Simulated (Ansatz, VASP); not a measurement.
# TiOs in VASP and in Ansatz

```
Ti Os
1.0
     3.03990    0.00000    0.00000
     0.00000    3.03990    0.00000
     0.00000    0.00000    3.03990
Ti Os
1 1
Direct
  0.50000 0.50000 0.50000
  0.00000 0.00000 0.00000
```

Alike in both runs: task relaxation of cell and atoms; functional LDA; k mesh 14 × 14 × 14; occupations fermi-dirac, width 0.15 eV; no spin polarisation.

```csv
,VASP,Ansatz
version,VASP 6.6.1,Ansatz 0.2.0
potentials or method,"VASP PAW LDA potentials, release 64 (Ti_sv, Os)","scalar-relativistic, plane waves, PAW"
plane-wave cutoff (eV),600,420
valence electrons in the cell,20,28
```

Ansatz gave:

* gap on the k mesh at the Fermi level, each at its own relaxed structure (eV): none
* relaxed volume (Å³/atom): 14.04
* relaxed cell length with the largest relative difference (Å): 3.040

**Question.** What did VASP give for the same quantities?

**Answer.** gap on the k mesh at the Fermi level, each at its own relaxed structure (eV): none; relaxed volume (Å³/atom): 14.07; relaxed cell length with the largest relative difference (Å): 3.042.

A gap of «none» marks a metal or a gap that the smearing closes. The two sets of potentials don't hold the same shells in valence.

Spin-orbit coupling is left out, which matters for the levels of Os.
